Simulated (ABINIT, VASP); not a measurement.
An input for ABINIT (PBE, PAW (JTH v2.0 PBE PAW)):

```
# AlN, JTH v2.0 PBE PAW
pp_dirpath "./"
pseudos "Al.GGA_PBE-JTH.xml, N.GGA_PBE-JTH.xml"
acell 3*1.0 Angstrom
rprim
         3.1285897587    0.0000000560    0.0000000000
        -1.5642949278    2.7094381810    0.0000000000
         0.0000000000    0.0000000000    5.0169600000
natom 4
ntypat 2
znucl 13 7
typat 1 1 2 2
xred
         0.6666666667    0.3333333333    0.4992900000
         0.3333333333    0.6666666667    0.9992900000
         0.6666666667    0.3333333333    0.8807100000
         0.3333333333    0.6666666667    0.3807100000
ecut 26 Ha
pawecutdg 52 Ha
pawxcdev 0
occopt 3
tsmear 0.00073499
nband 13
kptopt 1
ngkpt 10 10 6
nshiftk 1
shiftk 0 0 0
nstep 60
tolvrs 1.0e-12
prtwf 0
prtden 0
```

Q: Translate it to VASP.

A: One set of files that does it:

**POSCAR**
```
AlN
1
    3.1285900000     0.0000000000     0.0000000000
   -1.5642950000     2.7094380000     0.0000000000
    0.0000000000     0.0000000000     5.0169600000
Al N
2 2
Direct
  0.6666670000   0.3333330000   0.4992900000
  0.3333330000   0.6666670000   0.9992900000
  0.6666670000   0.3333330000   0.8807100000
  0.3333330000   0.6666670000   0.3807100000
```

File KPOINTS:
```
Automatic mesh
0
G
10 10 6
```

**INCAR**
```
ALGO = Normal
EDIFF = 1E-6
ENCUT = 400
GGA = PE
ISIF = 2
ISMEAR = -1
LASPH = .True.
LCHARG = .False.
LREAL = .False.
LWAVE = .False.
NELM = 100
PREC = Accurate
SIGMA = 0.02
SYSTEM = AlN
```

POTCAR, in this order: Al N (PBE.64 set). Program: vasp_std.

Both are inputs of real runs that ended normally. What can't carry over is the choice of potentials or basis and its cut-off, and each code's defaults.

The structure comes from a computed database's AlN entry (P6_3mc); how it stands against other phases isn't given here. The cell was not relaxed at this level, and it may have been scaled.
